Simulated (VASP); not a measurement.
Crystal: Hf3B.

```
Hf B
1.0
     4.92213    0.00000    0.00000
     0.00000    4.92213    0.00000
     0.00000    0.00000    4.92213
Hf B
6 2
Cartesian
  1.2305 0.0000 2.4611
  3.6916 0.0000 2.4611
  0.0000 2.4611 1.2305
  0.0000 2.4611 3.6916
  2.4611 3.6916 0.0000
  2.4611 1.2305 0.0000
  0.0000 0.0000 0.0000
  2.4611 2.4611 2.4611
```

The cell was built by a generator and needn't be a form met in nature.

The cell isn't the ideal one: species swapped into the Mo3Os type (Pm-3n, No. 223).

```yaml
Program: VASP 6.6.1
Task: relaxation of cell and atoms
Functional: PBE
Potentials_or_basis: VASP PAW PBE potentials, release 64 (Hf_pv, B)
Cutoff: 600 eV
k_mesh: 4 × 4 × 4
Occupations: gaussian, width 0.1 eV
Spin: no spin polarisation
```

At the start: pressure 31.9 GPa; volume 14.91 Å³/atom.

Task: How do energy, volume and symmetry change on relaxing?

Result: Over 4 steps the energy falls by 254.1 meV/atom and the volume is 17.89 Å³/atom (+20.0 %); space group Pm-3n (No. 223, to 0.05 Å).

Step by step:
| step | energy change (eV) | largest force (eV/Å) | pressure (GPa) | volume (Å³) |
| --- | --- | --- | --- | --- |
| 1 | 0.0000 | 0.0000 | 31.85 | 119.25 |
| 2 | 0.2869 | 0.0000 | -17.55 | 178.06 |
| 3 | -2.0299 | 0.0000 | -0.92 | 143.97 |
| 4 | -2.0330 | 0.0000 | -0.17 | 143.08 |

Final structure:
```
CELL_PARAMETERS angstrom
5.23034 0.00000 0.00000
0.00000 5.23034 0.00000
0.00000 0.00000 5.23034
ATOMIC_POSITIONS crystal
Hf 0.25000 0.00000 0.50000
Hf 0.75000 0.00000 0.50000
Hf 0.00000 0.50000 0.25000
Hf 0.00000 0.50000 0.75000
Hf 0.50000 0.75000 0.00000
Hf 0.50000 0.25000 0.00000
B 0.00000 0.00000 0.00000
B 0.50000 0.50000 0.50000
```

Caveat: the volume moved by over 15 % at a fixed basis, so the end points are rough.
